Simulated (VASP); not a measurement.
Input for VASP

**KPOINTS**
```
Automatic mesh
0
Gamma
8 8 8
0 0 0
```

**INCAR**
```
ALGO=Normal
EDIFF=1E-7
ENCUT=520
GGA=PE
ISIF=2
ISMEAR=0
LASPH=.TRUE.
LCHARG=.FALSE.
LMAXMIX=4
LREAL=.FALSE.
LWAVE=.FALSE.
NELM=100
PREC=Accurate
SIGMA=0.05
SYSTEM=MgSe
```

File POSCAR:
```
MgSe
1
    0.0000000000     2.7243032026     2.7243032026
    2.7243032026     0.0000000000     2.7243032026
    2.7243032026     2.7243032026     0.0000000000
Mg Se
1 1
Direct
  0.0000000000   0.0000000000   0.0000000000
  0.5000000000   0.5000000000   0.5000000000
```

POTCAR, in this order: Mg Se (PBE.64 set). Program: vasp_std.

Question: Translate this PBE calculation to Ansatz.

Answer: One equivalent input (not run):
Ansatz 0.2 input:
```yaml
crystal:
  lattice:
    - [0.0000000, 2.7243032, 2.7243032]
    - [2.7243032, 0.0000000, 2.7243032]
    - [2.7243032, 2.7243032, 0.0000000]
  atoms:
    - { symbol: Mg, position: [0.0000000, 0.0000000, 0.0000000] }
    - { symbol: Se, position: [0.5000000, 0.5000000, 0.5000000] }
kpoints:
  mp_grid: { grid: [8, 8, 8] }
hamiltonian:
  xc: pbe
  pseudopotentials: { kind: paw }
scf:
  occupations: { method: gaussian, width: 0.05 }
  max_iter: 100
output: { forces: true, stress: true, eigenvalues: true }
```
What does not carry over: each code has its own PAW files, so the cut-off isn't converted (ENCUT is set for VASP's; basis.ecutwfc is left out, and Ansatz then takes the one that its files recommend); Ansatz stops its SCF on the density residual and VASP on the energy change (EDIFF).

The compound is MgSe in the rock salt structure. This cell is one point of a volume scan, at 0.97 of the reference volume.
